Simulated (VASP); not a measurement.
All values below come from MS2 meta-GGA, VASP's PBE PAW potentials (set 64) (plane waves; VASP 6.6.1).

Input for VASP

File POSCAR:
```
Os
4.2972770
  0.3169760345  -0.5490185150   0.0000000000
  0.3169760345   0.5490185150   0.0000000000
  0.0000000000   0.0000000000   0.9999999689
Os
2
Cart
  0.3169760345   0.1830065377   0.2499999922
  0.3169760345  -0.1830065377   0.7499999767
```

### INCAR
```
ALGO=Normal
EDIFF=1E-7
ENCUT=520
ISIF=2
ISMEAR=-5
LASPH=.TRUE.
LCHARG=.FALSE.
LMAXMIX=6
LMIXTAU=.TRUE.
LORBIT=11
LREAL=.FALSE.
LWAVE=.FALSE.
METAGGA=MS2
NEDOS=601
NELM=100
PREC=Accurate
SYSTEM=Os
```

File KPOINTS:
```
Automatic
0
G
17 17 10
```

File KPOINTS_OPT:
```
k-points along high-symmetry lines
6
Line-mode
Reciprocal
  0.000000   0.000000   0.000000 ! GAMMA
  0.000000   0.500000   0.000000 ! M

  0.000000   0.500000   0.000000 ! M
 -0.333333   0.666667   0.000000 ! K

 -0.333333   0.666667   0.000000 ! K
  0.000000   0.000000   0.000000 ! GAMMA

  0.000000   0.000000   0.000000 ! GAMMA
  0.000000   0.000000   0.500000 ! A

  0.000000   0.000000   0.500000 ! A
  0.000000   0.500000   0.500000 ! L

  0.000000   0.500000   0.500000 ! L
 -0.333333   0.666667   0.500000 ! H

 -0.333333   0.666667   0.500000 ! H
  0.000000   0.000000   0.500000 ! A

  0.000000   0.500000   0.500000 ! L
  0.000000   0.500000   0.000000 ! M

 -0.333333   0.666667   0.500000 ! H
 -0.333333   0.666667   0.000000 ! K
```

POTCAR, in this order: Os (PBE.64 set). Program: vasp_std.

The resulting files:

### OUTCAR
```
 ion  position               nearest neighbor table
   1  0.333  0.667  0.250-   2 2.66   2 2.66   2 2.66   2 2.66   2 2.66   2 2.66
   2  0.667  0.333  0.750-   1 2.66   1 2.66   1 2.66   1 2.66   1 2.66   1 2.66
  LATTYP: Found a hexagonal cell.
 ALAT       =     2.7242673416
 C/A-ratio  =     1.5774064464
 Subroutine PRICEL returns:
 Original cell was already a primitive cell.
 Subroutine GETGRP returns: Found 24 space group operations
The static configuration has the point symmetry D_3d.
 The point group associated with its full space group is D_6h.
The dynamic configuration has the point symmetry D_3d.
 Subroutine INISYM returns: Found 24 space group operations
 Subroutine IBZKPT returns following result:
 Found    198 irreducible k-points:

 Following reciprocal coordinates:
            Coordinates               Weight
  0.000000  0.000000  0.000000      1.000000
  0.058824  0.000000  0.000000      6.000000
  0.117647  0.000000  0.000000      6.000000
  0.176471  0.000000  0.000000      6.000000
  0.235294  0.000000  0.000000      6.000000
  0.294118  0.000000  0.000000      6.000000
  0.352941  0.000000  0.000000      6.000000
  0.411765  0.000000  0.000000      6.000000
  0.470588  0.000000  0.000000      6.000000
  0.058824  0.058824  0.000000      6.000000
  0.117647  0.058824  0.000000     12.000000
  0.176471  0.058824  0.000000     12.000000
  0.235294  0.058824  0.000000     12.000000
  0.294118  0.058824  0.000000     12.000000
  0.352941  0.058824  0.000000     12.000000
  0.411765  0.058824  0.000000     12.000000
  0.470588  0.058824  0.000000      6.000000
  0.117647  0.117647  0.000000      6.000000
  0.176471  0.117647  0.000000     12.000000
  0.235294  0.117647  0.000000     12.000000
  0.294118  0.117647  0.000000     12.000000
  0.352941  0.117647  0.000000     12.000000
...
```

File OSZICAR:
```
       N       E                     dE             d eps       ncg     rms          rms(c)
DAV:   1     0.154680562950E+03    0.15468E+03   -0.81117E+03  4752   0.135E+03
DAV:   2     0.269952231450E+02   -0.12769E+03   -0.11546E+03  5004   0.413E+02
DAV:   3     0.193066078990E+02   -0.76886E+01   -0.70812E+01  5796   0.833E+01
DAV:   4     0.191181574866E+02   -0.18845E+00   -0.18719E+00  5060   0.134E+01
DAV:   5     0.191161891723E+02   -0.19683E-02   -0.19676E-02  5548   0.115E+00    0.201E+01
DAV:   6     0.116994424201E+02   -0.74167E+01   -0.15039E+00  4760   0.172E+01    0.135E+01
DAV:   7     0.121385933214E+02    0.43915E+00   -0.24233E+00  5008   0.128E+01    0.421E+00
DAV:   8     0.152501541419E+02    0.31116E+01   -0.11544E+00  4752   0.139E+01    0.142E+00
DAV:   9     0.123887965476E+02   -0.28614E+01   -0.90836E-01  4752   0.123E+01    0.860E-01
DAV:  10     0.121428250359E+02   -0.24597E+00   -0.72786E-02  4768   0.416E+00    0.107E+00
DAV:  11     0.121478709120E+02    0.50459E-02   -0.22703E-03  5780   0.503E-01    0.338E-01
DAV:  12     0.121504223562E+02    0.25514E-02   -0.56403E-04  4984   0.235E-01    0.263E-01
DAV:  13     0.121505610932E+02    0.13874E-03   -0.32735E-04  4964   0.240E-01    0.900E-02
DAV:  14     0.121512987094E+02    0.73762E-03   -0.57394E-04  5084   0.210E-01    0.583E-02
DAV:  15     0.121513464796E+02    0.47770E-04   -0.20464E-05  4916   0.479E-02    0.291E-02
DAV:  16     0.121513423965E+02   -0.40832E-05   -0.15823E-06  5524   0.160E-02    0.291E-02
DAV:  17     0.121513461866E+02    0.37902E-05   -0.64295E-07  4828   0.987E-03    0.193E-02
DAV:  18     0.121513449609E+02   -0.12258E-05   -0.36274E-07  4448   0.741E-03    0.186E-02
DAV:  19     0.121513453854E+02    0.42450E-06   -0.73096E-09  2392   0.111E-03    0.152E-02
DAV:  20     0.121513460569E+02    0.67153E-06   -0.14716E-08  2388   0.132E-03    0.112E-02
DAV:  21     0.121513464150E+02    0.35803E-06   -0.77603E-09  2388   0.123E-03    0.713E-03
DAV:  22     0.121513467935E+02    0.37857E-06   -0.74407E-09  2388   0.118E-03    0.361E-03
DAV:  23     0.121513470120E+02    0.21849E-06   -0.35181E-09  2388   0.730E-04    0.136E-03
DAV:  24     0.121513471227E+02    0.11070E-06   -0.73730E-10  2388   0.305E-04    0.255E-04
DAV:  25     0.121513471493E+02    0.26623E-07   -0.13598E-10  2388   0.149E-04
   1 F= 0.12151347E+02 E0= 0.12151347E+02  d E =0.000000E+00
       N       E                     dE             ncg
```

File OUTCAR:
```
------------------------ aborting loop because EDIFF is reached ----------------------------------------
  FORCE on cell =-STRESS in cart. coord.  units (eV):
  Direction    XX          YY          ZZ          XY          YZ          ZX
  --------------------------------------------------------------------------------------
  Total       -0.0217413     -0.0217413      0.0075693     -0.0000000      0.0000000      0.0000000
  in kB       -1.2611692     -1.2611688      0.4390811     -0.0000000      0.0000000      0.0000000
  external PRESSURE =      -0.6944190 kB  Pullay stress =       0.0000000 kB
  volume of cell :       27.62
      direct lattice vectors                 reciprocal lattice vectors
     1.362133822 -2.359284637  0.000000000     0.367071129 -0.211928647  0.000000000
     1.362133822  2.359284637  0.000000000     0.367071129  0.211928647  0.000000000
     0.000000000  0.000000000  4.297276866     0.000000000  0.000000000  0.232705509
 POSITION                                       TOTAL-FORCE (eV/Angst)
 -----------------------------------------------------------------------------------
      1.36213      0.78643      1.07432         0.000000      0.000000      0.000000
      1.36213     -0.78643      3.22296        -0.000000      0.000000      0.000000
 -----------------------------------------------------------------------------------
    total drift:                               -0.000000      0.000019     -0.000020
  FREE ENERGIE OF THE ION-ELECTRON SYSTEM (eV)
  ---------------------------------------------------
  free  energy   TOTEN  =        12.1513471493 eV

  energy  without entropy=       12.1513471493  energy(sigma->0) =       12.15134715

 total charge

# of ion       s       p       d       tot
------------------------------------------
    1        0.673   0.818   6.047   7.539
    2        0.673   0.818   6.047   7.539
--------------------------------------------------
tot          1.346   1.637  12.095  15.077
```
(Selected blocks of OUTCAR.)

For a metal the tetrahedron method with Blöchl corrections gives inexact stress and forces.

The compound is Os in the hcp structure. It was relaxed first.
